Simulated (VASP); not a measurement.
An input for Ansatz (written as the equivalent of a VASP run, and not itself run):

Ansatz 0.2 input:
```yaml
crystal:
  lattice:
    - [0.0000000, 3.0804451, 3.0804451]
    - [3.0804451, 0.0000000, 3.0804451]
    - [3.0804451, 3.0804451, 0.0000000]
  atoms:
    - { symbol: Sr, position: [0.0000000, 0.0000000, 0.0000000] }
kpoints:
  mp_grid: { grid: [10, 10, 10] }
hamiltonian:
  xc: r2scan
  pseudopotentials: { kind: paw }
scf:
  occupations: { method: methfessel_paxton, width: 0.1 }
  max_iter: 100
output: { forces: true, stress: true, eigenvalues: true }
```

Q: Translate this input to VASP (INCAR, KPOINTS, POSCAR, choice of POTCAR).

A: One answer among several that fit: 
**INCAR**
```
LMIXTAU  =  .TRUE.
EDIFF  =  1E-7
ISMEAR  =  1   # Methfessel-Paxton
LMAXMIX  =  4
LWAVE  =  .FALSE.
PREC  =  Accurate
ALGO  =  Normal   # blocked Davidson
LREAL  =  .FALSE.
ENCUT  =  520   # plane-wave cut-off (eV)
LCHARG  =  .FALSE.
LASPH  =  .TRUE.   # aspherical one-centre terms
SYSTEM  =  Sr
ISIF  =  2   # forces and stress, cell fixed
METAGGA  =  R2SCAN
SIGMA  =  0.1   # width (eV)
NELM  =  100   # most electronic steps
```

File KPOINTS:
```
Automatic mesh
0
gamma
10 10 10
```

**POSCAR**
```
Sr
1
    0.0000000000     3.0804451313     3.0804451313
    3.0804451313     0.0000000000     3.0804451313
    3.0804451313     3.0804451313     0.0000000000
Sr
1
Direct
  0.0000000000   0.0000000000   0.0000000000
```

POTCAR, in this order: Sr_sv (PBE.64 set). Program: vasp_std.

The two are equivalent in intent, not identical: each code has its own PAW files, so the cut-off isn't converted (ENCUT is set for VASP's; basis.ecutwfc is left out, and Ansatz then takes the one that its files recommend); Ansatz stops its SCF on the density residual and VASP on the energy change (EDIFF).

The compound is Sr in the fcc structure. This cell is one point of a volume scan, at 1.03 of the reference volume.
